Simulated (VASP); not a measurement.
Consider the following.

```xyz
2
Lattice="0.0000 2.4442 2.4442 2.4442 0.0000 2.4442 2.4442 2.4442 0.0000" Properties=species:S:1:pos:R:3 pbc="T T T"
Tb     0.0000     0.0000     0.0000
N      2.4442     2.4442     2.4442
```

The numbers are results of PBEsol GGA, VASP's PBE PAW potentials (set 64) (plane waves; VASP), not measurements. Numerical set-up: 520 eV cut-off, 14×14×14 Γ-centred mesh, tetrahedra with Blöchl corrections, potentials Tb_3 N.

The 4f electrons are frozen in the core of the lanthanide potential, so 4f levels, which can set the real gap, and their magnetism are missing.

Q: The job: TbN (space group Fm-3m), 2 atoms, PBEsol, static run, 520 eV, 14×14×14 Γ-centred mesh. Roughly how much core time does it take on a busy server core?

A: About 30 core-seconds (one run on a shared machine, a rough figure). It had 104 irreducible k-points, 11 bands, up to 801 plane waves and 14 electronic steps.

The structure comes from a measured TbN entry (Fm-3m) of the Crystallography Open Database, whose conditions weren't checked. It was relaxed first.
